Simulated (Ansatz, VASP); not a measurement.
**HfO2 (HfO2 (110), 12 units): VASP beside Ansatz**

Aim: how closely do two programs agree when they are given the same cell, functional and k mesh? The cell is taken from a series of runs on this material, whose earlier steps may have relaxed, scaled, displaced or heated it; both programs get it as it stands.

Calculated with Ansatz 0.2.0; plane waves, with VASP 6.6.1 beside it; PBE.

**1. Starting point**

The cell holds 36 atoms: 12 Hf and 24 O. Cell: a = 3.592 Å, b = 5.080 Å, c = 37.757 Å, α = 90.0°, β = 90.0°, γ = 90.0°. It derives from HfO2 (fluorite HfO2). Vacuum lies along c.

**2. Ansatz: single point, PBE**

Ansatz runs on its default PAW (the set named soft_2) files.

With cell and atoms fixed, the geometry can't cause a difference; cores, projectors, grids and the points listed under the comparison can.

Input file input.yaml:

```yaml
crystal:
  lattice:
    - [3.59210245, 0.0, 0.0]
    - [0.0, 5.08, 0.0]
    - [0.0, 0.0, 37.7565634664]
  atoms:
    - { symbol: Hf, position: [0.5, 0.5, 0.2426720192] }
    - { symbol: O, position: [0.0, 0.7404262639, 0.2353639245] }
    - { symbol: O, position: [0.0, 0.2595737361, 0.2353639245] }
    - { symbol: Hf, position: [0.0, 0.0, 0.2785996716] }
    - { symbol: O, position: [0.5, 0.2474858869, 0.2841888478] }
    - { symbol: O, position: [0.5, 0.7525141131, 0.2841888478] }
    - { symbol: Hf, position: [0.5, 0.5, 0.3348752779] }
    - { symbol: O, position: [0.0, 0.7492686132, 0.3321425669] }
    - { symbol: O, position: [0.0, 0.2507313868, 0.3321425669] }
    - { symbol: Hf, position: [0.0, 0.0, 0.3784978735] }
    - { symbol: O, position: [0.5, 0.2502285917, 0.3802990088] }
    - { symbol: O, position: [0.5, 0.7497714083, 0.3802990088] }
    - { symbol: Hf, position: [0.5, 0.5, 0.4292122935] }
    - { symbol: O, position: [0.0, 0.7502939561, 0.4280969153] }
    - { symbol: O, position: [0.0, 0.2497060439, 0.4280969153] }
    - { symbol: Hf, position: [0.0, 0.0, 0.4752183076] }
    - { symbol: O, position: [0.5, 0.2504136403, 0.4760900086] }
    - { symbol: O, position: [0.5, 0.7495863597, 0.4760900086] }
    - { symbol: Hf, position: [0.5, 0.5, 0.5247816928] }
    - { symbol: O, position: [0.0, 0.7504136387, 0.523909992] }
    - { symbol: O, position: [0.0, 0.2495863613, 0.523909992] }
    - { symbol: Hf, position: [0.0, 0.0, 0.5707877068] }
    - { symbol: O, position: [0.5, 0.2502939569, 0.571903085] }
    - { symbol: O, position: [0.5, 0.7497060431, 0.571903085] }
    - { symbol: Hf, position: [0.5, 0.5, 0.6215021268] }
    - { symbol: O, position: [0.0, 0.7502285911, 0.6197009913] }
    - { symbol: O, position: [0.0, 0.2497714089, 0.6197009913] }
    - { symbol: Hf, position: [0.0, 0.0, 0.665124722] }
    - { symbol: O, position: [0.5, 0.2492686129, 0.667857433] }
    - { symbol: O, position: [0.5, 0.7507313871, 0.667857433] }
    - { symbol: Hf, position: [0.5, 0.5, 0.7214003282] }
    - { symbol: O, position: [0.0, 0.7474858866, 0.7158111517] }
    - { symbol: O, position: [0.0, 0.2525141134, 0.7158111517] }
    - { symbol: Hf, position: [0.0, 0.0, 0.7573279803] }
    - { symbol: O, position: [0.5, 0.2404262645, 0.764636075] }
    - { symbol: O, position: [0.5, 0.7595737355, 0.764636075] }
kpoints:
  mp_grid: { grid: [8, 6, 1] }
hamiltonian:
  xc: pbe
scf:
  occupations: { method: fixed }
  convergence: { dr2_threshold: 1.0e-09 }
efield:
  axis: 3
  dipole_correction: true
  ramp_position: 0.97
  ramp_width: 0.06
output:
  eigenvalues: true
  dos: { projected: true, e_range: [-7, 7] }
  write_potential: true
  write_density: true
  volumetric_format: npy
checkpoint:
  write: end12.run
  compress: false
  write_wavefunctions: false
```

On the command line:

```bash
$ ansatz run input.yaml --threads 16 --pin off --max-ram 32768MiB --backend cpu --events-out ev --progress --plain --runs-dir out
```

Numbers of over 12 decimals in the logs are rounded to 6 here.

The log of the run:

```text
Engine: ansatz 0.2.0, aarch64-unknown-linux-gnu
Pseudopotentials: kind: paw
Pseudopotential: Hf, paw, valence charge 26, recommended cutoff 420 eV (normal), Hf.paw.azcp
Pseudopotential: O, paw, valence charge 6, recommended cutoff 420 eV (normal), O.paw.azcp
Functional definition: PBE
  parameter kappa = 0.804
  parameter beta = 0.066725
  exchange = pbe_x(kappa = kappa, mu = beta*pi^2/3)
  correlation = pbe_c(beta = beta)
Crystal: 36 atoms, lattice volume = 688.977 Å³
Basis set: ecut = 420 eV, 13407 PW (Γ)
Bands: 274, of which v1, the nominal top of the filled ones, is band 228 counted from 1 (227 counted from 0)
Symmetry: 4 space group operations
k-points: 20 of 48
Non-local potential: Hf, projectors of the file, l = 0: 3, l = 1: 2, l = 2: 2, l = 3: 3
Non-local potential: O, projectors of the file, l = 0: 2, l = 1: 2, l = 2: 1
PAW form: soft (Blöchl's): semilocal exchange-correlation on the pseudo side does not see the compensation charge
PAW one-centre angular grid: Hf, 590 points (default); XC on 64 Gauss nodes
PAW one-centre angular grid: O, 110 points (default); XC on 64 Gauss nodes
Initial density: superposition of atomic densities (neutral atoms: chi_scale 0, normalization atom), corrected by the library's trained network
Initial wavefunctions: pseudopotential atomic-orbital guess
Functional: x = pbe(κ = 0.804, μ = 0.219515), c = pbe(β = 0.066725)
SCF iter   1: F=—  HF=-202333.939757 eV  |F-HF|=—  |Δ(HF+E_count)|=         —  Δρ=2.83e-3  dr2=4.87e-2  ethr=1.77e-3  p=0.000 e·Å  D=1.98e-9 V/Å  ΔV_dip=-0.00 eV  dr2_dipole=8.22e-9  V_vac-E_F(+/−)=5.33/5.33 eV  ⟨swp⟩=4.2  Hψ=17784  notcnv=0  defer=846
efield: sawtooth ramp at fractional position 0.9700 (set: `efield.ramp_position`, or a place that a band, a saddle search or an elastic batch's reference lends), width 0.0600; the density the first Hamiltonian is built on has a dipole p = 0.000 e·Å; the dipole correction subtracts the counter field D = 1.98e-9 V/Å, which shifts the + side's vacuum level by -0.00 eV against the − side's; the planar-averaged density in the ramp window peaks in size at 1.1e-5 e/Å³
preconditioner: auto → Resta (q_TF=auto, 2.547 Å⁻¹)  ε∞=3.7  [insulator: Δε(μ)=3.221 eV  Ē_g=17.800 eV  n_scr=212 (ndim 8)  ℏωp=29.4 eV  f_vac=0.424  ε∞_Penn≈3.7  vacuum switching on, ρ_ref=2.3e-2 e/Å³]
SCF iter   2: F=—  HF=-202333.961635 eV  |F-HF|=—  |Δ(HF+E_count)|=   2.19e-2  Δρ=1.45e-3  dr2=1.01e-2  ethr=1.07e-5  p=-0.000 e·Å  D=-7.89e-6 V/Å  ΔV_dip=0.00 eV  dr2_dipole=4.34e-9  V_vac-E_F(+/−)=5.11/5.11 eV  ⟨swp⟩=3.0  Hψ=11953  notcnv=0  defer=880
density mixer auto → msr1: gapped (density of states about μ 0.00 of a free-electron gas's, 212 screened modes)
SCF iter   3: F=—  HF=-202333.963910 eV  |F-HF|=—  |Δ(HF+E_count)|=   2.27e-3  Δρ=6.85e-4  dr2=2.86e-3  ethr=2.22e-6  p=-0.000 e·Å  D=-3.48e-6 V/Å  ΔV_dip=0.00 eV  dr2_dipole=4.98e-10  V_vac-E_F(+/−)=5.04/5.04 eV  ⟨swp⟩=3.0  Hψ=8357  notcnv=0  defer=880
SCF iter   4: F=—  HF=-202333.965671 eV  |F-HF|=—  |Δ(HF+E_count)|=   1.76e-3  Δρ=1.59e-4  dr2=2.05e-4  ethr=6.28e-7  p=0.000 e·Å  D=2.27e-6 V/Å  ΔV_dip=-0.00 eV  dr2_dipole=2.97e-10  V_vac-E_F(+/−)=4.94/4.94 eV  ⟨swp⟩=3.0  Hψ=8626  notcnv=0  defer=880
SCF iter   5: F=—  HF=-202333.965728 eV  |F-HF|=—  |Δ(HF+E_count)|=   5.71e-5  Δρ=9.46e-5  dr2=5.98e-5  ethr=4.49e-8  p=0.000 e·Å  D=8.32e-7 V/Å  ΔV_dip=-0.00 eV  dr2_dipole=3.18e-11  V_vac-E_F(+/−)=4.93/4.93 eV  ⟨swp⟩=2.5  Hψ=9296  notcnv=0  defer=859
SCF iter   6: F=—  HF=-202333.965767 eV  |F-HF|=—  |Δ(HF+E_count)|=   3.95e-5  Δρ=4.08e-5  dr2=1.19e-5  ethr=1.31e-8  p=-0.000 e·Å  D=-1.14e-7 V/Å  ΔV_dip=0.00 eV  dr2_dipole=1.11e-11  V_vac-E_F(+/−)=4.93/4.93 eV  ⟨swp⟩=2.1  Hψ=8982  notcnv=0  defer=854
SCF iter   7: F=—  HF=-202333.965813 eV  |F-HF|=—  |Δ(HF+E_count)|=   4.59e-5  Δρ=1.84e-5  dr2=2.64e-6  ethr=2.61e-9  p=0.000 e·Å  D=4.40e-7 V/Å  ΔV_dip=-0.00 eV  dr2_dipole=1.46e-12  V_vac-E_F(+/−)=4.93/4.93 eV  ⟨swp⟩=2.7  Hψ=9320  notcnv=0  defer=853
SCF iter   8: F=—  HF=-202333.965813 eV  |F-HF|=—  |Δ(HF+E_count)|=   1.89e-7  Δρ=5.82e-6  dr2=1.98e-7  ethr=5.79e-10  p=0.000 e·Å  D=3.25e-7 V/Å  ΔV_dip=-0.00 eV  dr2_dipole=1.85e-15  V_vac-E_F(+/−)=4.93/4.93 eV  ⟨swp⟩=3.0  Hψ=9913  notcnv=0  defer=853
SCF iter   9: F=—  HF=-202333.965813 eV  |F-HF|=—  |Δ(HF+E_count)|=   2.13e-7  Δρ=2.48e-6  dr2=3.36e-8  ethr=4.33e-11  p=0.000 e·Å  D=1.22e-7 V/Å  ΔV_dip=-0.00 eV  dr2_dipole=2.63e-12  V_vac-E_F(+/−)=4.93/4.93 eV  ⟨swp⟩=2.6  Hψ=9320  notcnv=0  defer=853
SCF iter  10: F=—  HF=-202333.965813 eV  |F-HF|=—  |Δ(HF+E_count)|=  3.49e-10  Δρ=8.10e-7  dr2=3.77e-9  ethr=7.37e-12  p=0.000 e·Å  D=3.35e-7 V/Å  ΔV_dip=-0.00 eV  dr2_dipole=4.23e-14  V_vac-E_F(+/−)=4.93/4.93 eV  ⟨swp⟩=2.2  Hψ=8317  notcnv=0  defer=854
[...]
k-point 1: bands = [... 224 lower, 6.3332, 6.3567, 6.7623, 6.7624, 10.5102, 10.5115, 10.7603, 10.7960, ... 42 higher]
  k-point 2: bands = [... 224 lower, 5.9120, 5.9847, 6.0847, 6.1286, 10.7491, 10.7494, 11.0522, 11.0839, ... 42 higher]
  k-point 19: bands = [... 224 lower, 6.1232, 6.1232, 6.4804, 6.4804, 11.1498, 11.1498, 11.3747, 11.3747, ... 42 higher]
```

**3. VASP: single point, PBE**

The same cell, functional and mesh now go to VASP, with its own data sets.

Lines of VASP's logs that name or quote its potential files are left out, and so is its time.

Input file INCAR:

```
SYSTEM = HfO2
PREC = Accurate
ENCUT = 520
EDIFF = 1E-06
NELM = 120
ISMEAR = 0
SIGMA = 0.01
LREAL = Auto
ALGO = Normal
GGA = PE
NBANDS = 160
LASPH = .TRUE.
LORBIT = 11
LWAVE = .FALSE.
LCHARG = .FALSE.
ISIF = 2
LDIPOL = .TRUE.
IDIPOL = 3
DIPOL = 0.5 0.5 0.5
LVHAR = .TRUE.
GGA_COMPAT = .FALSE.
EFERMI = MIDGAP
NELMDL = -8
KPAR = 4
```

Input file POSCAR:

```
HfO2
1.0
    3.5921024500      0.0000000000      0.0000000000
    0.0000000000      5.0800000000      0.0000000000
    0.0000000000      0.0000000000     37.7565634664
Hf O
12 24
Direct
    0.5000000000      0.5000000000      0.2426720192
    0.0000000000      0.0000000000      0.2785996715
    0.5000000000      0.5000000000      0.3348752777
    0.0000000000      0.0000000000      0.3784978731
    0.5000000000      0.5000000000      0.4292122931
    0.0000000000      0.0000000000      0.4752183072
    0.5000000000      0.5000000000      0.5247816924
    0.0000000000      0.0000000000      0.5707877064
    0.5000000000      0.5000000000      0.6215021264
    0.0000000000      0.0000000000      0.6651247218
    0.5000000000      0.5000000000      0.7214003281
    0.0000000000      0.0000000000      0.7573279803
    0.0000000000      0.7404262642      0.2353639245
    0.0000000000      0.2595737358      0.2353639245
    0.5000000000      0.2474858868      0.2841888478
    0.5000000000      0.7525141133      0.2841888478
    0.0000000000      0.7492686130      0.3321425667
    0.0000000000      0.2507313870      0.3321425667
    0.5000000000      0.2502285914      0.3802990085
    0.5000000000      0.7497714086      0.3802990085
    0.0000000000      0.7502939565      0.4280969149
    0.0000000000      0.2497060435      0.4280969149
    0.5000000000      0.2504136395      0.4760900081
    0.5000000000      0.7495863605      0.4760900081
    0.0000000000      0.7504136395      0.5239099915
    0.0000000000      0.2495863605      0.5239099915
    0.5000000000      0.2502939565      0.5719030846
    0.5000000000      0.7497060435      0.5719030846
    0.0000000000      0.7502285914      0.6197009910
    0.0000000000      0.2497714086      0.6197009910
    0.5000000000      0.2492686131      0.6678574328
    0.5000000000      0.7507313870      0.6678574328
    0.0000000000      0.7474858868      0.7158111517
    0.0000000000      0.2525141133      0.7158111517
    0.5000000000      0.2404262642      0.7646360750
    0.5000000000      0.7595737358      0.7646360750
```

Input file KPOINTS:

```
Automatic mesh
0
Gamma
8 6 1
0 0 0
```

Potentials, in the order of the species: Hf_pv and O (PBE family, release 64).

On the command line:

```bash
$ mpirun -np 4 vasp_std
```

The log of the run:

```text
[banner, memory and clock lines left out]
running    4 mpi-ranks, on    1 nodes
[...]
LDA part: xc-table for (Slater+PW92), standard interpolation
 POSCAR, INCAR and KPOINTS ok, starting setup
[...]
entering main loop
       N       E                     dE             d eps       ncg     rms          rms(c)
DAV:   1     0.218203198683E+04    0.21820E+04   -0.14529E+05  6928   0.155E+03
DAV:   2    -0.222378596172E+03   -0.24044E+04   -0.23333E+04  7840   0.430E+02
DAV:   3    -0.424837485329E+03   -0.20246E+03   -0.20073E+03  7328   0.113E+02
DAV:   4    -0.431074741510E+03   -0.62373E+01   -0.62215E+01  8136   0.206E+01
[...]
DAV:  29    -0.359939172565E+03   -0.48459E-05   -0.13737E-07  4832   0.482E-04    0.481E-04
DAV:  30    -0.359939173806E+03   -0.12411E-05   -0.50677E-08  4832   0.329E-04    0.481E-04
DAV:  31    -0.359939174344E+03   -0.53803E-06   -0.29754E-08  4536   0.275E-04
   1 F= -.35993917E+03 E0= -.35993917E+03  d E =0.000000E+00
```

Parts of OUTCAR (step 3):

```text
  Total      -20.3272746      1.9151608     -8.0946905      0.0000000      0.0000000      0.0000000
  in kB      -47.2699182      4.4535973    -18.8237412      0.0000000      0.0000000      0.0000000
  external PRESSURE =     -20.5466874 kB  Pullay stress =       0.0000000 kB

 POSITION                                       TOTAL-FORCE (eV/Angst)
 -----------------------------------------------------------------------------------
      1.79605      2.54000      9.16246         0.000000      0.000000      0.192200
      0.00000      0.00000     10.51897         0.000000      0.000000     -0.023174
      1.79605      2.54000     12.64374         0.000000      0.000000      0.038687
      0.00000      0.00000     14.29078         0.000000      0.000000     -0.013239
      1.79605      2.54000     16.20558         0.000000      0.000000      0.011831
      0.00000      0.00000     17.94261         0.000000      0.000000     -0.007689
      1.79605      2.54000     19.81395         0.000000      0.000000      0.007689
      0.00000      0.00000     21.55098         0.000000      0.000000     -0.011831
      1.79605      2.54000     23.46578         0.000000      0.000000      0.013239
      0.00000      0.00000     25.11282         0.000000      0.000000     -0.038687
      1.79605      2.54000     27.23760         0.000000      0.000000      0.023174
      0.00000      0.00000     28.59410         0.000000      0.000000     -0.192200
      0.00000      3.76137      8.88653        -0.000000     -0.037378      0.127467
      0.00000      1.31863      8.88653         0.000000      0.037378      0.127467
[...]
-----------------------------------------------------------------------------------
    total drift:                                0.000000     -0.000002      0.000508

  FREE ENERGIE OF THE ION-ELECTRON SYSTEM (eV)
  ---------------------------------------------------
  free  energy   TOTEN  =      -359.9391743438 eV

  energy  without entropy=     -359.9391743438  energy(sigma->0) =     -359.93917434

[... 3 further parts left out ...]
[key lines of the parts left out:]
E-fermi :   2.0660
```

Harder data sets than Hf_pv exist (the GW ones), and pressures, volumes and forces can shift noticeably with them.

**4. Side by side**

Known differences besides the potentials themselves: fixed occupations in Ansatz, narrow Gaussian smearing in VASP; the data sets hold 456 valence electrons in Ansatz (on its default PAW (the set named soft_2) files) and 264 in VASP; the cutoff is 420 eV in Ansatz and 520 eV in VASP (PREC = Accurate, projectors in real space). Total energies have different zeros and are not compared.

Both answers:

```
              quantity  Ansatz   VASP  difference
gap on the k mesh (eV)   3.148  3.135      +0.013
```

A gap on the mesh is an upper bound, since the band edges may lie between its points; neither run holds spin-orbit coupling, which can move the band edges of a compound of Hf. Where the cell holds vacuum, a pressure given here is an average over it and none of the material.

**5. Outcome**

```json
{
 "difference in gap on the k mesh (single point, PBE)": "0.013 eV"
}
```

In words: The difference in gap on the k mesh is 0.013 eV (single point, PBE), within the 0.08 eV picked in this series as the mark of a large difference. The data sets hold unlike numbers of valence electrons (456 in Ansatz and 264 in VASP), so part of the differences may come from the potentials. Such differences can come from data sets, numerical settings and the points named under the comparisons, not from the functional's error against experiment.

[Lines on the potential files, build, host, timing and source positions are cut from VASP's logs without a mark.]

[Logs are printed without paths, hosts, clocks, repeated set-up lines and the standing remarks that a program may print on its own settings, such as how far it seeks lower states.]

[Hosts, paths, dates, database ids (printed as entryN), source tags and the programs' standing remarks are cut or masked in the printed files.]
